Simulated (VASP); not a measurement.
# Fe2O3 (Hematite): what moves the LDA gap besides the functional

How far does the LDA gap of Fe2O3 (Hematite) depend on cutoff, mesh and cell? The starting structure is a measured crystal structure from the Crystallography Open Database. Cell and atoms stay as given unless a step says otherwise.

Calculated with VASP 6.6.1; Kohn-Sham DFT with plane waves and PAW; LDA.

### 1. Starting point

The structure is trigonal, space group R-3c (No. 167). Conventional cell: a = 5.038 Å, b = 5.038 Å, c = 13.772 Å, α = 90.00°, β = 90.00°, γ = 120.00°. Nearest to Fe lie 6 O at 1.95 to 2.12 Å. Nearest to O lie 4 Fe at 1.95 to 2.12 Å. Farther neighbours and most contacts between anions are not listed.

### 2. Reference bands

INCAR reads:

```
SYSTEM = Fe2O3
PREC = Accurate
ENCUT = 460
EDIFF = 1E-06
NELM = 100
ISMEAR = 0
SIGMA = 0.03
LREAL = .FALSE.
ALGO = Normal
GGA = CA
NBANDS = 63
ISPIN = 2
MAGMOM = 3 -3 3 -3 0 0 0 0 0 0
LMAXMIX = 4
LORBIT = 11
LWAVE = .FALSE.
LCHARG = .FALSE.
KPAR = 8
```

POSCAR reads:

```
Fe2O3
1.0
    2.5190000000      1.4543453281      4.5906666667
   -2.5190000000      1.4543453281      4.5906666667
    0.0000000000     -2.9086906562      4.5906666667
Fe O
4 6
Direct
    0.3553000000      0.3553000000      0.3553000000
    0.1447000000      0.1447000000      0.1447000000
    0.6447000000      0.6447000000      0.6447000000
    0.8553000000      0.8553000000      0.8553000000
    0.5559000000      0.2500000000      0.9441000000
    0.2500000000      0.9441000000      0.5559000000
    0.9441000000      0.5559000000      0.2500000000
    0.4441000000      0.7500000000      0.0559000000
    0.7500000000      0.0559000000      0.4441000000
    0.0559000000      0.4441000000      0.7500000000
```

KPOINTS reads:

```
Automatic mesh
0
Gamma
6 6 6
0 0 0
```

KPOINTS_OPT reads:

```
Line mode
8
Line-mode
Reciprocal
  0.00000000   0.00000000   0.00000000 GAMMA
  0.50000000   0.00000000   0.00000000 L

  0.50000000   0.00000000   0.00000000 L
  0.50000000   0.23357686  -0.23357686 B1

  0.76642314   0.50000000   0.23357686 B
  0.50000000   0.50000000   0.50000000 Z

  0.50000000   0.50000000   0.50000000 Z
  0.00000000   0.00000000   0.00000000 GAMMA

  0.00000000   0.00000000   0.00000000 GAMMA
  0.36678843   0.00000000  -0.36678843 X

  0.63321157   0.36678843   0.00000000 Q
  0.50000000   0.50000000   0.00000000 F

  0.50000000   0.50000000   0.00000000 F
  0.63321157   0.63321157   0.23357686 P1

  0.63321157   0.63321157   0.23357686 P1
  0.50000000   0.50000000   0.50000000 Z

  0.50000000   0.00000000   0.00000000 L
  0.76642314   0.36678843   0.36678843 P
```

PAW data sets: Fe and O (LDA family, release 64).

On the command line:

```console
$ mpirun -np 8 vasp_std
```

The log of the run:

```text
[banner, memory and clock lines left out]
running    8 mpi-ranks, on    1 nodes
 distrk:  each k-point on    1 cores,    8 groups
 distr:  one band on    1 cores,    1 groups

 POSCAR found type information on POSCAR FeO
 POSCAR found :  2 types and      10 ions
|                                                                             |
|           W    W    AA    RRRRR   N    N  II  N    N   GGGG   !!!           |
|           W    W   A  A   R    R  NN   N  II  NN   N  G    G  !!!           |
|           W    W  A    A  R    R  N N  N  II  N N  N  G       !!!           |
|           W WW W  AAAAAA  RRRRR   N  N N  II  N  N N  G  GGG   !            |
|           WW  WW  A    A  R   R   N   NN  II  N   NN  G    G                |
|           W    W  A    A  R    R  N    N  II  N    N   GGGG   !!!           |
|                                                                             |
|     For optimal performance we recommend to set                             |
|       NCORE = 2 up to number-of-cores-per-socket                            |
|     NCORE specifies how many cores store one orbital (NPAR=cpu/NCORE).      |
|     This setting can greatly improve the performance of VASP for DFT.       |
|     The default, NCORE=1 might be grossly inefficient on modern             |
|     multi-core architectures or massively parallel machines. Do your        |
|     Unfortunately you need to use the default for GW and RPA                |
|     calculations (for HF NCORE is supported but not extensively tested      |
|     yet).                                                                   |
|                                                                             |

 LDA part: xc-table for (Slater(with rela. corr.)+CA(PZ))
 , standard interpolation
 POSCAR, INCAR and KPOINTS ok, starting setup
 FFT: planning ... GRIDC
 FFT: planning ... GRID_SOFT
 FFT: planning ... GRID
 WAVECAR not read
 entering main loop
       N       E                     dE             d eps       ncg     rms          rms(c)
DAV:   1     0.733184466663E+03    0.73318E+03   -0.26152E+04  8088   0.118E+03
DAV:   2     0.113396235497E+02   -0.72184E+03   -0.63910E+03  8197   0.341E+02
DAV:   3    -0.978683114970E+02   -0.10921E+03   -0.99760E+02  8941   0.147E+02
DAV:   4    -0.102980341306E+03   -0.51120E+01   -0.50311E+01  9705   0.358E+01
DAV:   5    -0.103073241896E+03   -0.92901E-01   -0.92867E-01  9356   0.472E+00    0.449E+01
DAV:   6    -0.975331019647E+02    0.55401E+01   -0.72583E+01 11105   0.103E+02    0.672E+01
DAV:   7    -0.847192937617E+02    0.12814E+02   -0.65464E+01  9165   0.116E+02    0.250E+01
DAV:   8    -0.835930486263E+02    0.11262E+01   -0.73826E+00 11799   0.233E+01    0.143E+01
DAV:   9    -0.835914253453E+02    0.16233E-02   -0.22180E+00 13107   0.327E+01    0.121E+01
DAV:  10    -0.833568651491E+02    0.23456E+00   -0.11558E+00 11994   0.151E+01    0.631E+00
DAV:  11    -0.831764252796E+02    0.18044E+00   -0.41472E-01 12182   0.137E+01    0.127E+00
DAV:  12    -0.831907860708E+02   -0.14361E-01   -0.17282E-01  8914   0.213E+00    0.421E-01
DAV:  13    -0.831895844295E+02    0.12016E-02   -0.40406E-03  9779   0.442E-01    0.303E-01
DAV:  14    -0.831890705711E+02    0.51386E-03   -0.34125E-03 12409   0.320E-01    0.149E-01
DAV:  15    -0.831890773695E+02   -0.67984E-05   -0.11353E-04 10282   0.748E-02    0.493E-02
DAV:  16    -0.831890894371E+02   -0.12068E-04   -0.45958E-05 10810   0.365E-02    0.705E-02
DAV:  17    -0.831890790554E+02    0.10382E-04   -0.14997E-05 12480   0.335E-02    0.146E-02
DAV:  18    -0.831890768709E+02    0.21845E-05   -0.50812E-06  9022   0.110E-02    0.443E-03
DAV:  19    -0.831890767185E+02    0.15238E-06   -0.77139E-07  5089   0.804E-03
   1 F= -.83189077E+02 E0= -.83189077E+02  d E =-.357834E-12  mag=    -0.0000
 Start KPOINTS_OPT (optional k-point list driver)
k-point batch [1-32\72]
       N       E                     dE             ncg
DAV:   1     0.190307417251E+05   -0.18821E+05     8080
DAV:   2    -0.177283198168E+04   -0.20804E+05     8095
DAV:   3    -0.499606605840E+04   -0.32232E+04     8917
DAV:   4    -0.516040770916E+04   -0.16434E+03     9720
DAV:   5    -0.516269428173E+04   -0.22866E+01     9123
DAV:   6    -0.516273886812E+04   -0.44586E-01     9570
DAV:   7    -0.516274017966E+04   -0.13115E-02     9365
DAV:   8    -0.516274022682E+04   -0.47163E-04     9668
DAV:   9    -0.516274022836E+04   -0.15414E-05     5920
DAV:  10    -0.516274022862E+04   -0.25975E-06     5374
[...]
k-point batch [65-72\72]
       N       E                     dE             ncg
DAV:   1     0.460720533924E+05   -0.84248E+04     2024
DAV:   2     0.408552057135E+05   -0.52168E+04     2040
DAV:   3     0.400518436955E+05   -0.80336E+03     2205
DAV:   4     0.400106176501E+05   -0.41226E+02     2433
DAV:   5     0.400100171503E+05   -0.60050E+00     2273
DAV:   6     0.400100054443E+05   -0.11706E-01     2441
DAV:   7     0.400100051059E+05   -0.33837E-03     2335
DAV:   8     0.400100050940E+05   -0.11917E-04     2465
DAV:   9     0.400100050936E+05   -0.38364E-06     1544
```

Wall time 4.1 min (8 MPI ranks of Intel Xeon Platinum 8488C (Sapphire Rapids), shared host); peak memory 4.3 GiB; 33 min of CPU time.

Lines that name or quote the potential files are left out of all logs, and their timing lines are given in words.

From OUTCAR (step 2):

```text
ion  position               nearest neighbor table
   1  0.355  0.355  0.355-   9 1.95  10 1.95   8 1.95   7 2.12   5 2.12   6 2.12   2 2.90   3 2.97
                             3 2.97   3 2.97
   2  0.145  0.145  0.145-   8 1.95  10 1.95   9 1.95   7 2.12   5 2.12   6 2.12   1 2.90   4 2.97
                             4 2.97   4 2.97
   3  0.645  0.645  0.645-   6 1.95   7 1.95   5 1.95  10 2.12   9 2.12   8 2.12   4 2.90   1 2.97
                             1 2.97   1 2.97
   4  0.855  0.855  0.855-   5 1.95   7 1.95   6 1.95  10 2.12   9 2.12   8 2.12   3 2.90   2 2.97
                             2 2.97   2 2.97
   5  0.556  0.250  0.944-   4 1.95   3 1.95   1 2.12   2 2.12
   6  0.250  0.944  0.556-   3 1.95   4 1.95   1 2.12   2 2.12
   7  0.944  0.556  0.250-   3 1.95   4 1.95   1 2.12   2 2.12
   8  0.444  0.750  0.056-   2 1.95   1 1.95   3 2.12   4 2.12
   9  0.750  0.056  0.444-   1 1.95   2 1.95   3 2.12   4 2.12
  10  0.056  0.444  0.750-   1 1.95   2 1.95   3 2.12   4 2.12

  LATTYP: Found a trigonal (rhomboedric) cell.
 ALAT       =     5.4345838643
 COS(alpha) =     0.5703114900

 Subroutine GETGRP returns: Found 12 space group operations
 (whereof  6 operations were pure point group operations)

The static configuration has the point symmetry S_6 .
 The point group associated with its full space group is D_3d.

 Found     32 irreducible k-points:

   k-points           NKPTS =     32   k-points in BZ     NKDIM =     32   number of bands    NBANDS=     63

   dimension x,y,z NGX =    40 NGY =   40 NGZ =   40
   dimension x,y,z NGXF=    80 NGYF=   80 NGZF=   80

   ENCUT  =  460.0 eV  33.81 Ry    5.81 a.u.   9.50  9.50  9.50*2*pi/ulx,y,z

   NELECT =      68.0000    total number of electrons

 k-points in reciprocal lattice and weights: Automatic mesh
   0.00000000  0.00000000  0.00000000       0.005
   0.16666667  0.00000000 -0.00000000       0.028
   0.33333333  0.00000000  0.00000000       0.028
   0.50000000  0.00000000 -0.00000000       0.014
   0.16666667  0.16666667 -0.00000000       0.028
   0.33333333  0.16666667 -0.00000000       0.056
   0.50000000  0.16666667  0.00000000       0.056
  -0.33333333  0.16666667 -0.00000000       0.056
  -0.16666667  0.16666667  0.00000000       0.028
[...]
-0.33333333  0.50000000  0.33333333       0.028
   0.50000000  0.50000000  0.50000000       0.005

 average (electrostatic) potential at core
       1 -46.9071       2 -46.9071       3 -46.9071       4 -46.9071       5 -72.6803
       6 -72.6803       7 -72.6803       8 -72.6803       9 -72.6803      10 -72.6803

 E-fermi :   3.9726

 spin component 1
 k-point     1 :       0.0000    0.0000    0.0000
  band No.  band energies     occupation
    ...
     30       2.2373      1.00000
     31       3.0619      1.00000
     32       3.0619      1.00000
     33       3.4855      1.00000
     34       3.4855      1.00000
     35       4.2759      0.00000
     36       4.5994      0.00000
     37       4.6816      0.00000
     38       4.6816      0.00000
     39       4.7420      0.00000
    ...

 k-point     2 :       0.1667    0.0000   -0.0000
  band No.  band energies     occupation
    ...
     30       2.1237      1.00000
     31       2.9250      1.00000
     32       3.1216      1.00000
     33       3.3922      1.00000
     34       3.6384      1.00000
     35       4.3200      0.00000
     36       4.4688      0.00000
     37       4.5343      0.00000
     38       4.6500      0.00000
     39       4.8164      0.00000
    ...

 k-point     3 :       0.3333    0.0000    0.0000
  band No.  band energies     occupation
    ...
     30       2.1476      1.00000
     31       2.9731      1.00000
     32       3.2115      1.00000
     33       3.4237      1.00000
     34       3.6490      1.00000
     35       4.2070      0.00000
     36       4.4170      0.00000
     37       4.4534      0.00000
     38       4.6370      0.00000
     39       4.8266      0.00000
    ...

 k-point     4 :       0.5000    0.0000   -0.0000
  band No.  band energies     occupation
    ...
     30       2.2090      1.00000
     31       3.1679      1.00000
     32       3.2101      1.00000
     33       3.5601      1.00000
     34       3.5831      1.00000
     35       4.1417      0.00000
     36       4.1767      0.00000
     37       4.5336      0.00000
     38       4.6289      0.00000
     39       4.9076      0.00000
    ...

 k-point     5 :       0.1667    0.1667   -0.0000
  band No.  band energies     occupation
    ...
     30       2.1888      1.00000
     31       2.8105      1.00000
     32       3.1599      1.00000
     33       3.4045      1.00000
     34       3.6093      1.00000
     35       4.3271      0.00000
     36       4.4087      0.00000
     37       4.6167      0.00000
     38       4.6450      0.00000
     39       4.7673      0.00000
    ...

 k-point     6 :       0.3333    0.1667   -0.0000
  band No.  band energies     occupation
    ...
     30       1.9834      1.00000
     31       2.7885      1.00000
     32       3.2113      1.00000
     33       3.3777      1.00000
     34       3.6198      1.00000
     35       4.2999      0.00000
     36       4.4038      0.00000
     37       4.5913      0.00000
     38       4.6479      0.00000
     39       4.7928      0.00000
    ...

  Total      -13.7791740    -13.7791740    -11.0407756      0.0000000      0.0000000      0.0000000
  in kB     -218.7817291   -218.7817291   -175.3022336      0.0000000      0.0000000      0.0000000
  external PRESSURE =    -204.2885640 kB  Pullay stress =       0.0000000 kB

  energy-cutoff  :      460.00
  volume of cell :      100.91
      direct lattice vectors                 reciprocal lattice vectors
     2.519000000  1.454345328  4.590666667     0.198491465  0.114599101  0.072611095
    -2.519000000  1.454345328  4.590666667    -0.198491465  0.114599101  0.072611095
     0.000000000 -2.908690656  4.590666667     0.000000000 -0.229198201  0.072611095

 POSITION                                       TOTAL-FORCE (eV/Angst)
 -----------------------------------------------------------------------------------
      0.00000      0.00000      4.89319         0.000000     -0.000000      0.061501
      0.00000      0.00000      1.99281         0.000000     -0.000000     -0.061501
      0.00000      0.00000      8.87881         0.000000     -0.000000     -0.061501
      0.00000      0.00000     11.77919         0.000000     -0.000000      0.061501
      0.77056     -1.57404      8.03367         0.104696      0.181339     -0.000000
     -1.74844      0.11969      8.03367         0.104696     -0.181339     -0.000000
      0.97788      1.45435      8.03367        -0.209393     -0.000000      0.000000
     -0.77056      1.57404      5.73833        -0.104696     -0.181339     -0.000000
      1.74844     -0.11969      5.73833        -0.104696      0.181339     -0.000000
     -0.97788     -1.45435      5.73833         0.209393     -0.000000     -0.000000
 -----------------------------------------------------------------------------------
    total drift:                               -0.000000      0.000000     -0.000000

  FREE ENERGIE OF THE ION-ELECTRON SYSTEM (eV)
  ---------------------------------------------------
  free  energy   TOTEN  =       -83.1890767185 eV

  energy  without entropy=      -83.1890767185  energy(sigma->0) =      -83.18907672

 total charge
# of ion       s       p       d       tot
------------------------------------------
    1        0.367   0.519   6.019   6.905
    2        0.367   0.519   6.019   6.905
    3        0.367   0.519   6.019   6.905
    4        0.367   0.519   6.019   6.905
    5        1.567   3.382   0.000   4.949
    6        1.567   3.382   0.000   4.949
    7        1.567   3.382   0.000   4.949
    8        1.567   3.382   0.000   4.949
    9        1.567   3.382   0.000   4.949
   10        1.567   3.382   0.000   4.949
--------------------------------------------------
tot         10.870  22.367  24.077  57.314

 magnetization (x)
# of ion       s       p       d       tot
------------------------------------------
    1        0.005   0.010   3.246   3.262
    2       -0.005  -0.010  -3.246  -3.262
    3        0.005   0.010   3.246   3.262
    4       -0.005  -0.010  -3.246  -3.262
    5        0.000   0.000   0.000   0.000
    6        0.000   0.000   0.000   0.000
    7        0.000   0.000   0.000   0.000
    8        0.000   0.000   0.000   0.000
    9        0.000   0.000   0.000   0.000
   10        0.000   0.000   0.000   0.000
--------------------------------------------------
tot          0.000   0.000  -0.000  -0.000

[... 2 further parts left out ...]
```

At this level the cell is under a tension of 20.4 GPa, so at these settings it is away from equilibrium.

The reference gap is 0.276 eV.

[end of part 1 of 3]

[Lines on the potential files, build, host, timing and source positions are cut from VASP's logs without a mark.]

[Logs are printed without paths, hosts, clocks, repeated set-up lines and the standing remarks that a program may print on its own settings, such as how far it seeks lower states.]

[Hosts, paths, dates, database ids (printed as entryN), source tags and the programs' standing remarks are cut or masked in the printed files.]
